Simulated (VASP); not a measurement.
Data:

```yaml
crystal:
  lattice:
    - [0.00000, 3.34523, 3.34523]
    - [3.34523, 0.00000, 3.34523]
    - [3.34523, 3.34523, 0.00000]
  atoms:
    - { symbol: Cd, position: [0.00000, 0.00000, 0.00000] }
    - { symbol: Te, position: [0.25000, 0.25000, 0.25000] }
```

Method: HSEsol screened hybrid, VASP's PBE PAW potentials (set 64) (plane waves; VASP). Numerical set-up: 520 eV cut-off, 6×6×6 Γ-centred mesh, Gaussian smearing of 0.050 eV, potentials Cd Te.

Unless said otherwise, spin-orbit coupling is left out, though it shifts the bands of the heavy elements here.

Problem. What does the run give for the energy per atom (σ→0), pressure, band gap (on the k-mesh) with the smallest direct gap where there is one?

Solution. 
```json
{
 "band gap (on the k-mesh)": "1.12 eV",
 "smallest direct gap (on the k-mesh)": "1.12 eV",
 "energy per atom (σ→0)": "-3.222 eV/atom",
 "pressure": "-3.44 GPa"
}
```

The compound is CdTe in the zinc blende structure. This cell is one point of a volume scan, at 1.03 of the reference volume. The cell's shape comes from a PBE relaxation.
